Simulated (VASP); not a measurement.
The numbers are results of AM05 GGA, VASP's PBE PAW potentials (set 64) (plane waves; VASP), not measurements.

A VASP calculation is set up with these files.

**KPOINTS**
```
Automatic mesh
0
Gamma
13 13 13
0 0 0
```

INCAR:
```
# general
SYSTEM  = NiAl
PREC    = Accurate
ENCUT   = 520   # plane-wave cut-off (eV)
LREAL   = .False.   # projection in real space or not
LASPH   = .True.   # aspherical one-centre terms

# electronic loop
EDIFF   = 1E-7
NELM    = 100   # most electronic steps
ALGO    = Normal   # blocked Davidson
LMAXMIX = 4   # l cut-off of mixed one-centre charges

# smearing
ISMEAR  = 1   # Methfessel-Paxton
SIGMA   = 0.1   # width (eV)

# functional
GGA     = AM   # AM05

# ions
ISIF    = 2

# output
LWAVE   = .False.
LCHARG  = .False.
```

**POSCAR**
```
NiAl
1
    2.8050927364     0.0000000000     0.0000000000
    0.0000000000     2.8050927364     0.0000000000
    0.0000000000     0.0000000000     2.8050927364
Al Ni
1 1
Direct
  0.5000000000   0.5000000000   0.5000000000
  0.0000000000   0.0000000000   0.0000000000
```

POTCAR, in this order: Al Ni (PBE.64 set). Program: vasp_std.

Output

OSZICAR:
```
       N       E                     dE             d eps       ncg     rms          rms(c)
DAV:   1     0.399844404501E+02    0.39984E+02   -0.57591E+03  1696   0.140E+03
DAV:   2    -0.115996959658E+02   -0.51584E+02   -0.49016E+02  1706   0.208E+02
DAV:   3    -0.128802229234E+02   -0.12805E+01   -0.12665E+01  2006   0.428E+01
DAV:   4    -0.129000030937E+02   -0.19780E-01   -0.19772E-01  1964   0.479E+00
DAV:   5    -0.129005598836E+02   -0.55679E-03   -0.55678E-03  1904   0.828E-01    0.131E+01
DAV:   6    -0.144411457406E+02   -0.15406E+01   -0.59506E+01  1880   0.137E+02    0.150E+01
DAV:   7    -0.112575726261E+02    0.31836E+01   -0.16774E+01  1854   0.809E+01    0.111E+00
DAV:   8    -0.112496511544E+02    0.79215E-02   -0.35324E-01  2006   0.752E+00    0.109E+00
DAV:   9    -0.112333771901E+02    0.16274E-01   -0.54916E-02  1952   0.388E+00    0.192E-01
DAV:  10    -0.112330399155E+02    0.33727E-03   -0.10145E-03  1866   0.470E-01    0.992E-02
DAV:  11    -0.112330327822E+02    0.71333E-05   -0.58262E-05  2424   0.112E-01    0.301E-02
DAV:  12    -0.112330309117E+02    0.18705E-05   -0.68305E-06  1868   0.446E-02    0.461E-03
DAV:  13    -0.112330306973E+02    0.21440E-06   -0.24675E-07  1254   0.561E-03    0.206E-03
DAV:  14    -0.112330306527E+02    0.44617E-07   -0.96810E-08   874   0.303E-03
   1 F= -.11233031E+02 E0= -.11233017E+02  d E =-.409868E-04
```

**OUTCAR**
```
------------------------ aborting loop because EDIFF is reached ----------------------------------------
  FORCE on cell =-STRESS in cart. coord.  units (eV):
  Direction    XX          YY          ZZ          XY          YZ          ZX
  --------------------------------------------------------------------------------------
  Total        1.6236475      1.6236475      1.6236475      0.0000000      0.0000000      0.0000000
  in kB      117.8584312    117.8584312    117.8584312      0.0000000      0.0000000      0.0000000
  external PRESSURE =     117.8584312 kB  Pullay stress =       0.0000000 kB
  volume of cell :       22.07
      direct lattice vectors                 reciprocal lattice vectors
     2.805092736  0.000000000  0.000000000     0.356494453  0.000000000  0.000000000
     0.000000000  2.805092736  0.000000000     0.000000000  0.356494453  0.000000000
     0.000000000  0.000000000  2.805092736     0.000000000  0.000000000  0.356494453
 POSITION                                       TOTAL-FORCE (eV/Angst)
 -----------------------------------------------------------------------------------
      1.40255      1.40255      1.40255         0.000000      0.000000      0.000000
      0.00000      0.00000      0.00000         0.000000      0.000000      0.000000
 -----------------------------------------------------------------------------------
    total drift:                                0.000000      0.000000      0.000000
  FREE ENERGIE OF THE ION-ELECTRON SYSTEM (eV)
  ---------------------------------------------------
  free  energy   TOTEN  =       -11.2330306527 eV

  energy  without entropy=      -11.2329896659  energy(sigma->0) =      -11.23301699
```
(Selected blocks of OUTCAR.)

### OUTCAR
```
 val. band max:       10.9451612947   @ k =   0.3846   0.2308   0.1538

 cond. band min:      11.0442348855   @ k =   0.3846   0.3077   0.1538


 Fermi energy:        10.9742034016

 k-point     1 :       0.0000    0.0000    0.0000
  band No.  band energies     occupation
      1      -0.7264      2.00000
      2       7.3512      2.00000
      3       7.3512      2.00000
      4       9.2875      2.00000
      5       9.2875      2.00000
      6       9.2875      2.00000
      7      16.8588      0.00000
      8      16.8588      0.00000
      9      16.8588      0.00000
     10      19.3659      0.00000

 k-point     2 :       0.0769    0.0000    0.0000
  band No.  band energies     occupation
      1      -0.6111      2.00000
      2       7.3448      2.00000
      3       7.3802      2.00000
      4       9.2350      2.00000
      5       9.2350      2.00000
      6       9.2932      2.00000
      7      15.6870      0.00000
      8      17.0108      0.00000
      9      17.0108      0.00000
     10      19.3649      0.00000

 k-point     3 :       0.1538    0.0000    0.0000
  band No.  band energies     occupation
      1      -0.2674      2.00000
      2       7.2924      2.00000
      3       7.4619      2.00000
      4       9.0957      2.00000
      5       9.0957      2.00000
      6       9.3091      2.00000
      7      13.8873      0.00000
      8      17.4494      0.00000
      9      17.4494      0.00000
     10      19.3617      0.00000

 k-point     4 :       0.2308    0.0000    0.0000
  band No.  band energies     occupation
      1       0.2979      2.00000
      2       7.0828      2.00000
      3       7.5801      2.00000
      4       8.9124      2.00000
      5       8.9124      2.00000
      6       9.3315      2.00000
      7      12.2783     -0.00000
      8      18.1337      0.00000
      9      18.1337      0.00000
     10      19.3563      0.00000

 k-point     5 :       0.3077    0.0000    0.0000
...
```

The compound is NiAl in the CsCl type structure. This cell is one point of a volume scan, at 0.94 of the reference volume. The run is not spin-polarised, so no magnetic state was tried. The electron count is odd and the run is not spin-polarised, which forces a metal.
